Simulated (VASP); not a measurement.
VASP runs on Y (space group P6_3/mmc) share one base input (PBE GGA, plane waves, VASP's PBE PAW potentials (set 64)) and change the settings named in each case.

File KPOINTS:
```
K-points
0
G
 11 11 6
0 0 0
```

INCAR:
```
! general
SYSTEM  = Y
PREC    = Accurate
ENCUT   = 300
LREAL   = .FALSE.   ! projection in real space or not
LASPH   = .TRUE.   ! aspherical one-centre terms

! electronic loop
EDIFF   = 1E-6   ! SCF stop (eV)
NELM    = 100   ! most electronic steps
ALGO    = Normal
LMAXMIX = 4   ! l cut-off of mixed one-centre charges

! smearing
ISMEAR  = -1   ! Fermi-Dirac
SIGMA   = 0.1

! functional
GGA     = PE   ! PBE

! spin
ISPIN   = 2   ! spin-polarised

! ions
ISIF    = 2   ! forces and stress, cell fixed

! output
LWAVE   = .FALSE.
LCHARG  = .FALSE.
LORBIT  = 11   ! lm-projected
```

POSCAR:
```
Y
11.7900680
  0.3097865933   0.0000000000   0.0000000000
 -0.1548932542   0.2682830158   0.0000000000
  0.0000000000   0.0000000000   0.5000000000
Y
2
Cart
 -0.0000001266   0.1788554333   0.1250000000
  0.1548934657   0.0894275825   0.3750000000
```

POTCAR, in this order: Y_sv (PBE.64 set). Program: vasp_std. The INCAR's line for the spin-polarised start is left out here.

| change | E(σ→0) (eV/atom) | pressure (GPa) | −TS (eV) |
|---|---|---|---|
| base run | -6.4208 | -1.51 | -0.1293 |
| GGA = PS | -6.7826 | (withheld) | (withheld) |
| GGA_COMPAT = .FALSE., ISPIN removed, LNONCOLLINEAR = .TRUE., LSORBIT = .TRUE., another spin-polarised start, program vasp_ncl | -6.4695 | (withheld) | -0.1293 |
| KPOINTS 4×4×2 Γ-centred mesh | -6.4089 | -0.94 | -0.1270 |

**Question.** Fill in the missing entries.

**Answer.** 
- GGA = PS, pressure (GPa): -3.30
- GGA = PS, −TS (eV): -0.1292
- GGA_COMPAT = .FALSE., ISPIN removed, LNONCOLLINEAR = .TRUE., LSORBIT = .TRUE., another spin-polarised start, program vasp_ncl, pressure (GPa): -1.53

Energies of different potentials or functionals have different zeros.  The run has a spin-polarised start. At 300 eV the pressure can carry a Pulay error.

Left out are runs that ran out of time, are held back, or changed the cell or the kind of run, fixed moments of cells without a moment, rows past the twelfth, gaps on odd meshes, pressures of charged cells and columns that move by less than the noise.

The structure comes from a computed database's Y entry; how it stands against other phases isn't given here. The cell was not relaxed at this level, its lattice was scaled by up to 2.5 %.
